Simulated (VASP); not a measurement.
Crystal: CdS.

```
Cd S
1.0
     0.00000    2.91650    2.91650
     2.91650    0.00000    2.91650
     2.91650    2.91650    0.00000
Cd S
1 1
Direct
  0.00000 0.00000 0.00000
  0.25000 0.25000 0.25000
```

Base run:

```yaml
Program: VASP 6.6.1
Functional: PBE
Potentials_or_basis: VASP PAW PBE potentials, release 64 (Cd, S)
Cutoff: 700 eV
k_mesh: 8 × 8 × 8
Occupations: gaussian, width 0.02 eV
Spin: no spin polarisation
```

Its results: band gap on the k mesh 1.15 eV, direct; pressure 3.2 GPa.

Task: The run is repeated on the same cell with these changes: cutoff from 700 eV to 400 eV. What comes out?

Result: Band gap on the k mesh 1.15 eV, direct; pressure 2.8 GPa.

